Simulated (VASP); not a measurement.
```yaml
crystal:
  lattice:
    - [1.51301, -2.62061, 0.00000]
    - [1.51301, 2.62061, 0.00000]
    - [0.00000, 0.00000, 3.22955]
  atoms:
    - { symbol: Ti, position: [0.00000, 0.00000, 0.00000] }
    - { symbol: B, position: [0.33333, 0.66667, 0.50000] }
    - { symbol: B, position: [0.66667, 0.33333, 0.50000] }
```

All values below come from r2SCAN meta-GGA with spin-orbit coupling, VASP's PBE PAW potentials (set 64) (plane waves; VASP). Settings: 520 eV cut-off, 10×10×9 Γ-centred mesh, Gaussian smearing of 0.050 eV, potentials Ti_sv B.

Task: What does the run give for the energy per atom (σ→0), band gap (over mesh and band path) with the smallest direct gap where there is one?

Result: 
* **band gap (over mesh and band path)**: none (metal, semimetal or under 0.01 eV)
* **energy per atom (σ→0)**: -10.324 eV/atom

Total energies compare only between runs with the same potentials, cut-off and functional.

The compound is TiB2 in the AlB2 type structure. It was relaxed first.
